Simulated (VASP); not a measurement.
Input:

```xyz
4
Lattice="4.5290 0.0000 0.0000 -2.2645 3.9223 0.0000 0.0000 0.0000 5.7565" Properties=species:S:1:pos:R:3 pbc="T T T"
Si     0.0000     2.6148     1.4391
Si     2.2645     1.3074     4.3174
Sn     2.2645     1.3074     1.4391
Sn     0.0000     2.6148     4.3174
```

Calculation: LDA (Ceperley-Alder, Perdew-Zunger), VASP's LDA PAW potentials (set 64) (plane waves; VASP). Run with 400 eV cut-off, Gaussian smearing of 0.050 eV, potentials Si Sn_d.

Q: Give the energies of bands 13 to 21 at the high-symmetry points, in eV from the Fermi level.

A: 
```
band      Γ      M      K      A      L      H
----  -----  -----  -----  -----  -----  -----
13    -5.02  -6.41  -5.62  -2.43  -7.12  -7.89
14    -3.44  -4.91  -5.62  -2.43  -7.12  -7.89
15    -2.31  -3.59  -4.69  -1.37  -2.50  -3.69
16    -2.31  -3.46  -2.85  -1.37  -2.50  -3.69
17     0.07  -2.10  -2.85  -1.37  -0.19   1.16
18     0.07  -1.08  -2.03  -1.37  -0.19   1.16
19     0.67  -0.99   2.51  -0.48   0.89   1.62
20     0.89   2.41   2.51  -0.48   0.89   1.62
21     1.57   4.56   2.86   2.52   2.52   3.90
```

It has no gap at this level: it comes out as a metal or semimetal.

The structure was generated: SiSn was put into the layered h-BN type type (P6_3/mmc), which need not be its known phase. It was relaxed first, which changed the volume by -38 %.
